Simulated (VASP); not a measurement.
Ta:

```
Ta
1.0
    -1.65493    1.65493    1.65493
     1.65493   -1.65493    1.65493
     1.65493    1.65493   -1.65493
Ta
1
Direct
  0.00000 0.00000 0.00000
```

* Program: VASP 6.6.1
* Task: relaxation of cell and atoms
* Functional: LDA
* Potentials or basis: VASP PAW LDA potentials, release 64 (Ta_pv)
* Cutoff: 600 eV
* k mesh: 18 × 18 × 18
* Occupations: gaussian, width 0.1 eV
* Spin: no spin polarisation

At the start: pressure -9.7 GPa; volume 18.13 Å³/atom.

Q: Where does the relaxation end?

A: Over 7 steps the energy falls by 26.8 meV/atom and the volume is 17.28 Å³/atom (-4.7 %); space group Im-3m (No. 229, to 0.05 Å).

Step by step:
```tsv
step	energy change (eV)	largest force (eV/Å)	pressure (GPa)	volume (Å³)
1	0.0000	0.0000	-9.68	18.13
2	0.1412	0.0000	31.36	15.41
3	-0.0268	0.0000	-0.50	17.32
4	-0.0268	0.0000	-0.05	17.28
5	-0.0268	0.0000	0.16	17.27
6	-0.0268	0.0000	-0.33	17.30
7	-0.0268	0.0000	0.00	17.28
```

Final structure:
```
CELL_PARAMETERS angstrom
-1.62860 1.62860 1.62860
1.62860 -1.62860 1.62860
1.62860 1.62860 -1.62860
ATOMIC_POSITIONS crystal
Ta 0.00000 0.00000 0.00000
```
